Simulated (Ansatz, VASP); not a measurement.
# Cross-check of TiB2 between VASP and Ansatz, part 2 of 2

Aim: how closely do two programs agree when they are given the same cell, functional and k mesh? The cell is taken from a series of runs on this material, whose earlier steps may have relaxed, scaled, displaced or heated it; both programs get it as it stands.

VASP 6.6.1 and Ansatz 0.2.0.

So far: The starting structure; Ansatz: zone-centre phonons, PBEsol.

### 3. VASP: zone-centre phonons, PBEsol

Level of this step: PBEsol; plane waves and PAW (B, Ti_sv) (VASP).

The same cell, functional, mesh and smearing now go to VASP, with its own data sets.

Lines of VASP's logs that name or quote its potential files are left out, and so is its time.

File INCAR:

```
SYSTEM = TiB2
PREC = Accurate
ENCUT = 500
EDIFF = 1E-08
NELM = 120
ISMEAR = 1
SIGMA = 0.2
LREAL = .FALSE.
ALGO = Normal
GGA = PS
NBANDS = 15
LASPH = .TRUE.
LORBIT = 11
LWAVE = .FALSE.
LCHARG = .FALSE.
ISIF = 2
IBRION = 8
GGA_COMPAT = .FALSE.
KPAR = 2
```

File POSCAR:

```
TiB2
1.0
    3.0015343954      0.0000000000      0.0000000000
   -1.5007671977      2.5994050368      0.0000000000
    0.0000000000      0.0000000000      3.3114714465
B Ti
2 1
Direct
    0.3333333333      0.6666666667      0.5000000000
    0.6666666667      0.3333333333      0.5000000000
    0.0000000000      0.0000000000      0.0000000000
```

File KPOINTS:

```
Automatic mesh
0
Gamma
15 15 16
0 0 0
```

PAW data sets: B and Ti_sv (PBE family, release 64).

Launch:

```sh
$ mpirun -np 2 vasp_std
```

Numbers of over 12 decimals in the logs are rounded to 6 here.

What it wrote:

```text
[banner, memory and clock lines left out]
running    2 mpi-ranks, on    1 nodes
 distrk:  each k-point on    1 cores,    2 groups
 distr:  one band on    1 cores,    1 groups

 POSCAR found type information on POSCAR B Ti
 POSCAR found :  2 types and       3 ions
|                                                                             |
|               ----> ADVICE to this user running VASP <----                  |
|                                                                             |
|     You enforced a specific xc type in the INCAR file but a different       |
|     [... a line on the potential file left out ...]
|     I HOPE YOU KNOW WHAT YOU ARE DOING!                                     |
|                                                                             |

 LDA part: xc-table for (Slater+PW92), standard interpolation
 POSCAR, INCAR and KPOINTS ok, starting setup
 FFT: planning ... GRIDC
 FFT: planning ... GRID_SOFT
 FFT: planning ... GRID
 WAVECAR not read
 entering main loop
       N       E                     dE             d eps       ncg     rms          rms(c)
DAV:   1     0.119511724632E+03    0.11951E+03   -0.88605E+03  7290   0.133E+03
DAV:   2    -0.234385339328E+02   -0.14295E+03   -0.13848E+03  7675   0.351E+02
DAV:   3    -0.308082591294E+02   -0.73697E+01   -0.72773E+01 10527   0.780E+01
DAV:   4    -0.310105354265E+02   -0.20228E+00   -0.20209E+00  8949   0.116E+01
DAV:   5    -0.310156313444E+02   -0.50959E-02   -0.50957E-02 10735   0.155E+00    0.167E+01
DAV:   6    -0.257499059930E+02    0.52657E+01   -0.22422E+01 10168   0.522E+01    0.377E+00
DAV:   7    -0.257447591893E+02    0.51468E-02   -0.13077E+00  7732   0.132E+01    0.337E+00
DAV:   8    -0.257452229506E+02   -0.46376E-03   -0.10729E-01 12208   0.295E+00    0.788E-01
DAV:   9    -0.257415915456E+02    0.36314E-02   -0.45597E-02  9341   0.280E+00    0.241E-01
DAV:  10    -0.257409992851E+02    0.59226E-03   -0.40229E-03  9236   0.796E-01    0.807E-02
DAV:  11    -0.257410129507E+02   -0.13666E-04   -0.27069E-04 10528   0.170E-01    0.485E-02
DAV:  12    -0.257409913730E+02    0.21578E-04   -0.82895E-05  8861   0.117E-01    0.132E-02
DAV:  13    -0.257409911146E+02    0.25843E-06   -0.44708E-06  9611   0.196E-02    0.158E-03
DAV:  14    -0.257409909428E+02    0.17178E-06   -0.32574E-07  9673   0.573E-03    0.577E-04
DAV:  15    -0.257409910093E+02   -0.66458E-07   -0.23400E-08  7508   0.150E-03    0.434E-04
DAV:  16    -0.257409910038E+02    0.54376E-08   -0.21633E-09  4457   0.525E-04
   1 F= -.25740991E+02 E0= -.25741056E+02  d E =0.194567E-03
 Linear response reoptimize wavefunctions to high precision
DAV:   1    -0.257409910086E+02   -0.47864E-08   -0.47655E-10  5494   0.190E-04
DAV:   2    -0.257409910087E+02   -0.18417E-10   -0.81321E-11  4002   0.809E-05
 Linear response DOF=           4
 Linear response progress:
  Degree of freedom:   1/  4
       N       E                     dE             d eps       ncg     rms          rms(c)
RMM:   1    -0.500231432985E-01   -0.50023E-01   -0.26882E-02 71000   0.133E+00
RMM:   2    -0.446239706934E-01    0.53992E-02   -0.29212E-03 58577   0.357E-01    0.166E-01
RMM:   3    -0.444682903903E-01    0.15568E-03   -0.10664E-03 59370   0.181E-01    0.828E-02
RMM:   4    -0.450403125542E-01   -0.57202E-03   -0.76077E-04 58951   0.139E-01    0.900E-03
RMM:   5    -0.450263838834E-01    0.13929E-04   -0.13092E-04 71075   0.527E-02    0.327E-03
RMM:   6    -0.450504639750E-01   -0.24080E-04   -0.32262E-05 74708   0.228E-02    0.129E-03
RMM:   7    -0.450440244818E-01    0.64395E-05   -0.62122E-06 72767   0.923E-03    0.424E-04
RMM:   8    -0.450491181499E-01   -0.50937E-05   -0.18602E-06 74892   0.437E-03    0.210E-04
RMM:   9    -0.450480206011E-01    0.10975E-05   -0.73675E-07 75239   0.212E-03    0.685E-05
RMM:  10    -0.450479081513E-01    0.11245E-06   -0.29058E-07 75782   0.104E-03    0.288E-05
RMM:  11    -0.450481114931E-01   -0.20334E-06    0.81801E-08 74944   0.534E-04    0.170E-05
RMM:  12    -0.450481276575E-01   -0.16164E-07   -0.17360E-07 74876   0.292E-04    0.145E-05
RMM:  13    -0.450480963279E-01    0.31330E-07   -0.11402E-07 75366   0.156E-04    0.318E-06
RMM:  14    -0.450480989283E-01   -0.26004E-08   -0.64864E-08 78749   0.872E-05    0.148E-06
 first order change of Fermi-energy   0.63971E-04
 force on displaced ion       1 direction 1 : -20.416  -0.000   0.000
 Linear response progress:
  Degree of freedom:   2/  4
       N       E                     dE             d eps       ncg     rms          rms(c)
RMM:   1    -0.465279579441E-01   -0.46528E-01    0.12944E-02 23611   0.171E+00
RMM:   2    -0.445009914086E-01    0.20270E-02   -0.25091E-03 21655   0.352E-01    0.124E-01
RMM:   3    -0.444157516565E-01    0.85240E-04   -0.10913E-03 22049   0.188E-01    0.598E-02
RMM:   4    -0.448158195742E-01   -0.40007E-03   -0.55871E-04 22610   0.128E-01    0.127E-02
RMM:   5    -0.448570859399E-01   -0.41266E-04   -0.11229E-04 25380   0.541E-02    0.374E-03
RMM:   6    -0.448876852461E-01   -0.30599E-04   -0.22507E-05 26637   0.244E-02    0.152E-03
RMM:   7    -0.448731159621E-01    0.14569E-04   -0.51575E-06 25983   0.112E-02    0.560E-04
RMM:   8    -0.448752898754E-01   -0.21739E-05   -0.12539E-06 26979   0.558E-03    0.202E-04
RMM:   9    -0.448756635102E-01   -0.37363E-06   -0.49726E-07 26837   0.264E-03    0.135E-04
RMM:  10    -0.448757329604E-01   -0.69450E-07   -0.56083E-07 26309   0.134E-03    0.649E-05
RMM:  11    -0.448761076670E-01   -0.37471E-06   -0.32357E-07 26690   0.672E-04    0.291E-05
RMM:  12    -0.448760725598E-01    0.35107E-07   -0.15870E-07 27442   0.358E-04    0.731E-06
RMM:  13    -0.448760784835E-01   -0.59238E-08   -0.13508E-07 28307   0.176E-04    0.512E-06
RMM:  14    -0.448760666239E-01    0.11860E-07   -0.52841E-08 26769   0.955E-05    0.768E-06
RMM:  15    -0.448760686449E-01   -0.20210E-08   -0.30861E-08 27730   0.489E-05    0.122E-05
 first order change of Fermi-energy  -0.19382E-03
 force on displaced ion       1 direction 3 :   0.000  -0.000  -8.978
 Linear response progress:
  Degree of freedom:   3/  4
       N       E                     dE             d eps       ncg     rms          rms(c)
RMM:   1    -0.684617889890E+00   -0.68462E+00    0.61675E+00 17511   0.136E+02
RMM:   2    -0.649391629186E+00    0.35226E-01   -0.33304E-01 29118   0.511E+00    0.179E-01
RMM:   3    -0.647085747419E+00    0.23059E-02   -0.22246E-02 34187   0.123E+00    0.782E-02
RMM:   4    -0.646629979176E+00    0.45577E-03   -0.12518E-02 38110   0.557E-01    0.188E-02
RMM:   5    -0.647394196557E+00   -0.76422E-03   -0.11000E-03 39409   0.189E-01    0.106E-02
RMM:   6    -0.647722913045E+00   -0.32872E-03   -0.27329E-04 40507   0.809E-02    0.399E-03
RMM:   7    -0.647870240889E+00   -0.14733E-03   -0.67767E-05 40244   0.363E-02    0.129E-03
RMM:   8    -0.647917756405E+00   -0.47516E-04   -0.22676E-05 41214   0.165E-02    0.268E-04
RMM:   9    -0.647930696343E+00   -0.12940E-04   -0.14025E-05 42126   0.869E-03    0.881E-05
RMM:  10    -0.647933087422E+00   -0.23911E-05   -0.10461E-05 42903   0.475E-03    0.814E-05
RMM:  11    -0.647933657300E+00   -0.56988E-06   -0.88391E-06 43720   0.294E-03    0.118E-04
RMM:  12    -0.647925668906E+00    0.79884E-05   -0.71961E-06 39627   0.216E-03    0.374E-04
RMM:  13    -0.647934636072E+00   -0.89672E-05   -0.43017E-06 36556   0.168E-03    0.132E-04
RMM:  14    -0.647940801949E+00   -0.61659E-05   -0.37845E-06 38030   0.135E-03    0.420E-05
RMM:  15    -0.647940266720E+00    0.53523E-06   -0.27287E-06 41262   0.102E-03    0.239E-05
RMM:  16    -0.647938669199E+00    0.15975E-05   -0.21364E-06 38773   0.855E-04    0.374E-05
RMM:  17    -0.647937642053E+00    0.10271E-05   -0.17178E-06 39208   0.745E-04    0.669E-05
RMM:  18    -0.647938377843E+00   -0.73579E-06   -0.13118E-06 37065   0.638E-04    0.487E-05
RMM:  19    -0.647938489456E+00   -0.11161E-06   -0.10889E-06 42186   0.556E-04    0.490E-05
RMM:  20    -0.647939713861E+00   -0.12244E-05   -0.87906E-07 36606   0.522E-04    0.212E-05
RMM:  21    -0.647939958180E+00   -0.24432E-06   -0.80399E-07 37844   0.446E-04    0.190E-05
RMM:  22    -0.647939959604E+00   -0.14236E-08   -0.64856E-07 38374   0.395E-04    0.197E-05
RMM:  23    -0.647939976268E+00   -0.16664E-07   -0.53890E-07 36888   0.354E-04    0.221E-05
 first order change of Fermi-energy   0.32896E-03
 force on displaced ion       3 direction 1 : -13.455  -0.000   0.000
 Linear response progress:
  Degree of freedom:   4/  4
       N       E                     dE             d eps       ncg     rms          rms(c)
RMM:   1    -0.826052724036E+00   -0.82605E+00   -0.43156E+00  7496   0.131E+02
RMM:   2    -0.776806005154E+00    0.49247E-01   -0.30844E-01 11946   0.470E+00    0.192E-01
RMM:   3    -0.775573922998E+00    0.12321E-02   -0.23752E-02 13968   0.116E+00    0.857E-02
RMM:   4    -0.775961527406E+00   -0.38760E-03   -0.16051E-02 15245   0.566E-01    0.262E-02
RMM:   5    -0.776777149826E+00   -0.81562E-03   -0.13234E-03 16207   0.185E-01    0.219E-02
RMM:   6    -0.778455228875E+00   -0.16781E-02   -0.25987E-04 13943   0.999E-02    0.177E-02
RMM:   7    -0.777836069797E+00    0.61916E-03   -0.82362E-05 14832   0.449E-02    0.124E-03
RMM:   8    -0.777826085564E+00    0.99842E-05   -0.24364E-05 16503   0.204E-02    0.546E-04
RMM:   9    -0.777837695721E+00   -0.11610E-04   -0.12267E-05 17038   0.996E-03    0.259E-04
RMM:  10    -0.777833449526E+00    0.42462E-05   -0.45146E-06 17110   0.554E-03    0.121E-04
RMM:  11    -0.777833565545E+00   -0.11602E-06   -0.88849E-07 16994   0.328E-03    0.137E-04
RMM:  12    -0.777836400287E+00   -0.28347E-05   -0.90189E-07 16982   0.222E-03    0.942E-05
RMM:  13    -0.777843285586E+00   -0.68853E-05   -0.36544E-07 15466   0.170E-03    0.660E-05
RMM:  14    -0.777840863801E+00    0.24218E-05   -0.98457E-07 16087   0.127E-03    0.138E-05
RMM:  15    -0.777841130219E+00   -0.26642E-06   -0.30799E-07 17045   0.986E-04    0.146E-05
RMM:  16    -0.777840918952E+00    0.21127E-06   -0.58922E-07 16888   0.810E-04    0.273E-05
RMM:  17    -0.777841230880E+00   -0.31193E-06   -0.51465E-08 16220   0.679E-04    0.249E-05
RMM:  18    -0.777841257161E+00   -0.26281E-07   -0.10238E-07 17563   0.576E-04    0.266E-05
RMM:  19    -0.777841334249E+00   -0.77088E-07    0.27038E-08 16321   0.496E-04    0.267E-05
 first order change of Fermi-energy   0.18119E-02
 force on displaced ion       3 direction 3 :   0.000  -0.000 -12.662
 Linear response finished
```

Parts of OUTCAR (step 3):

```text
ion  position               nearest neighbor table
   1  0.333  0.667  0.500-   2 1.73   2 1.73   2 1.73   3 2.40   3 2.40   3 2.40   3 2.40   3 2.40
                             3 2.40
   2  0.667  0.333  0.500-   1 1.73   1 1.73   1 1.73   3 2.40   3 2.40   3 2.40   3 2.40   3 2.40
                             3 2.40
   3  0.000  0.000  0.000-   1 2.40   2 2.40   1 2.40   2 2.40   2 2.40   2 2.40   1 2.40   1 2.40
                             2 2.40   2 2.40   1 2.40   1 2.40

  LATTYP: Found a hexagonal cell.
 ALAT       =     3.0015343954
 C/A-ratio  =     1.1032595367

 Subroutine GETGRP returns: Found 24 space group operations
 (whereof 24 operations were pure point group operations)

The static configuration has the point symmetry D_6h.

 Found    243 irreducible k-points:

   k-points           NKPTS =    243   k-points in BZ     NKDIM =    243   number of bands    NBANDS=     15

   dimension x,y,z NGX =    24 NGY =   24 NGZ =   24
   dimension x,y,z NGXF=    48 NGYF=   48 NGZF=   48

   ENCUT  =  500.0 eV  36.75 Ry    6.06 a.u.   5.47  5.47  6.04*2*pi/ulx,y,z

   NELECT =      18.0000    total number of electrons

 k-points in reciprocal lattice and weights: Automatic mesh
   0.00000000  0.00000000  0.00000000       0.000
   0.06666667  0.00000000  0.00000000       0.002
   0.13333333 -0.00000000  0.00000000       0.002
   0.20000000  0.00000000  0.00000000       0.002
   0.26666667 -0.00000000  0.00000000       0.002
   0.33333333  0.00000000  0.00000000       0.002
   0.40000000  0.00000000  0.00000000       0.002
   0.46666667  0.00000000  0.00000000       0.002
   0.06666667  0.06666667  0.00000000       0.002
[...]
0.33333333  0.26666667  0.50000000       0.003
   0.33333333  0.33333333  0.50000000       0.001

 average (electrostatic) potential at core
       1 -22.4357       2 -22.4357       3 -70.8958

  Total        0.0665461      0.0665461     -2.5989463      0.0000000     -0.0000000      0.0000000
  in kB        4.1266212      4.1266212   -161.1645755      0.0000000     -0.0000000      0.0000000
  external PRESSURE =     -50.9704444 kB  Pullay stress =       0.0000000 kB

  energy-cutoff  :      500.00
  volume of cell :       25.84
      direct lattice vectors                 reciprocal lattice vectors
     3.001534395  0.000000000  0.000000000     0.333162932  0.192351709  0.000000000
    -1.500767198  2.599405037  0.000000000     0.000000000  0.384703417  0.000000000
     0.000000000  0.000000000  3.311471447     0.000000000  0.000000000  0.301980559

 POSITION                                       TOTAL-FORCE (eV/Angst)
 -----------------------------------------------------------------------------------
     -0.00000      1.73294      1.65574        -0.000000     -0.000000      0.000000
      1.50077      0.86647      1.65574         0.000000      0.000000     -0.000000
      0.00000      0.00000      0.00000        -0.000000      0.000000      0.000000
 -----------------------------------------------------------------------------------
    total drift:                               -0.000000      0.000000      0.000000

 Eigenvectors and eigenvalues of the dynamical matrix
 ----------------------------------------------------

   1 f  =   27.774042 THz   174.509453 2PiTHz  926.442319 cm-1   114.864157 meV
             X         Y         Z           dx          dy          dz
     -0.000000  1.732937  1.655736    -0.000001   -0.707107    0.000000
      1.500767  0.866468  1.655736     0.000001    0.707107   -0.000000
      0.000000  0.000000  0.000000    -0.000000    0.000000    0.000000

   2 f  =   27.774042 THz   174.509453 2PiTHz  926.442319 cm-1   114.864157 meV
             X         Y         Z           dx          dy          dz
     -0.000000  1.732937  1.655736    -0.707107    0.000001    0.000000
      1.500767  0.866468  1.655736     0.707107   -0.000001   -0.000000
      0.000000  0.000000  0.000000     0.000000   -0.000000    0.000000

   3 f  =   16.217940 THz   101.900322 2PiTHz  540.972245 cm-1    67.071980 meV
             X         Y         Z           dx          dy          dz
     -0.000000  1.732937  1.655736     0.000000   -0.000000    0.707107
      1.500767  0.866468  1.655736     0.000000   -0.000000   -0.707107
      0.000000  0.000000  0.000000    -0.000000   -0.000000   -0.000000

   4 f  =   14.843817 THz    93.266452 2PiTHz  495.136434 cm-1    61.389066 meV
             X         Y         Z           dx          dy          dz
     -0.000000  1.732937  1.655736    -0.000000    0.586640   -0.000000
      1.500767  0.866468  1.655736    -0.000000    0.586640   -0.000000
      0.000000  0.000000  0.000000     0.000000   -0.558308    0.000000

   5 f  =   14.843817 THz    93.266452 2PiTHz  495.136434 cm-1    61.389066 meV
             X         Y         Z           dx          dy          dz
     -0.000000  1.732937  1.655736     0.586640   -0.000000   -0.000000
      1.500767  0.866468  1.655736     0.586640   -0.000000    0.000000
      0.000000  0.000000  0.000000    -0.558308   -0.000000    0.000000

   6 f  =   14.406039 THz    90.515814 2PiTHz  480.533743 cm-1    59.578564 meV
             X         Y         Z           dx          dy          dz
     -0.000000  1.732937  1.655736     0.000000   -0.000000   -0.586761
      1.500767  0.866468  1.655736     0.000000   -0.000000   -0.586761
      0.000000  0.000000  0.000000     0.000000    0.000000    0.558053

   7 f/i=    0.005048 THz     0.031715 2PiTHz    0.168369 cm-1     0.020875 meV
             X         Y         Z           dx          dy          dz
     -0.000000  1.732937  1.655736     0.000000    0.000000    0.394603
      1.500767  0.866468  1.655736     0.000000    0.000000    0.394603
      0.000000  0.000000  0.000000     0.000000    0.000000    0.829805

   8 f/i=    0.009759 THz     0.061317 2PiTHz    0.325520 cm-1     0.040359 meV
             X         Y         Z           dx          dy          dz
     -0.000000  1.732937  1.655736     0.136230    0.370534   -0.000000
      1.500767  0.866468  1.655736     0.136230    0.370534   -0.000000
      0.000000  0.000000  0.000000     0.286285    0.778674   -0.000000

   9 f/i=    0.009759 THz     0.061317 2PiTHz    0.325520 cm-1     0.040359 meV
             X         Y         Z           dx          dy          dz
     -0.000000  1.732937  1.655736    -0.370534    0.136230   -0.000000
      1.500767  0.866468  1.655736    -0.370534    0.136230   -0.000000
      0.000000  0.000000  0.000000    -0.778674    0.286285   -0.000000

 ELASTIC MODULI CONTR FROM IONIC RELAXATION (kBar)
 Direction    XX          YY          ZZ          XY          YZ          ZX
 --------------------------------------------------------------------------------
 XX         -92.4040     92.4040      0.0000     -0.0000     -0.0000      0.0000
 YY          92.4040    -92.4040      0.0000      0.0000      0.0000      0.0000
 ZZ           0.0000      0.0000      0.0000      0.0000      0.0000      0.0000
 XY          -0.0000      0.0000      0.0000    -92.4040     -0.0000      0.0000
 YZ          -0.0000      0.0000      0.0000     -0.0000     -0.0000      0.0000
 ZX           0.0000      0.0000      0.0000      0.0000      0.0000      0.0000
 --------------------------------------------------------------------------------
```

### 4. Side by side

Known differences besides the potentials themselves: the cutoff is 420 eV in Ansatz and 500 eV in VASP; Ansatz makes its cores anew for this functional, VASP keeps those of its PBE data sets. Total energies have different zeros and are not compared.

The two programs side by side:

| quantity | Ansatz | VASP | difference |
| --- | --- | --- | --- |
| optical mode 1 (cm⁻¹) | 479.0 | 480.5 | -0.33 % |
| optical mode 2 to 3 (cm⁻¹) | 494.9 | 495.1 | -0.05 % |
| optical mode 4 (cm⁻¹) | 540.8 | 541.0 | -0.04 % |
| optical mode 5 to 6 (cm⁻¹) | 923.0 | 926.4 | -0.38 % |

Modes are paired by rising frequency, not by their patterns, so a pair may set unlike modes beside each other; they are those without the splitting of longitudinal modes.

### 5. Summary of results

| Property | Result |
| --- | --- |
| r.m.s. difference of the optical zone-centre modes, each program's sorted by frequency (zone-centre phonons, PBEsol) | 2.1 cm⁻¹ |

**Reading.** The r.m.s. difference of the optical zone-centre modes, each program's sorted by frequency is 2.1 cm⁻¹ (zone-centre phonons, PBEsol). Such differences can come from data sets, numerical settings and the points named under the comparisons, not from the functional's error against experiment.

[Lines on the potential files, build, host, timing and source positions are cut from VASP's logs without a mark.]

[Logs are printed without paths, hosts, clocks, repeated set-up lines and the standing remarks that a program may print on its own settings, such as how far it seeks lower states.]

[Hosts, paths, dates, database ids (printed as entryN), source tags and the programs' standing remarks are cut or masked in the printed files.]
